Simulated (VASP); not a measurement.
The system is COH4, in a box.

```
CELL_PARAMETERS angstrom
12.62106 0.00000 0.00000
0.00000 13.12106 0.00000
0.00000 0.00000 13.62106
ATOMIC_POSITIONS crystal
C 0.52624 0.49677 0.49145
O 0.41288 0.49850 0.49275
H 0.54975 0.44735 0.43017
H 0.56024 0.57326 0.47908
H 0.55953 0.46497 0.55989
H 0.39038 0.54202 0.54666
```

Base run:

| Property | Result |
| --- | --- |
| Program | VASP 6.6.1 |
| Functional | RPBE |
| Potentials or basis | VASP PAW PBE potentials, release 64 (C, O, H) |
| Cutoff | 400 eV |
| k mesh | 1 × 1 × 1 |
| Occupations | gaussian, width 0.01 eV |
| Spin | no spin polarisation |

Its results: gap between the frontier levels 5.46 eV; largest force 0.256 eV/Å.

The run is repeated on the same cell with these changes: functional from RPBE to PBE. What comes out?

Gap between the frontier levels 5.56 eV; largest force 0.027 eV/Å.

Caveats: the PAW data sets were made with another functional, which shifts forces and pressure a little (some runs).

A k mesh can miss the band edges.

Not every run made on this cell is shown here.
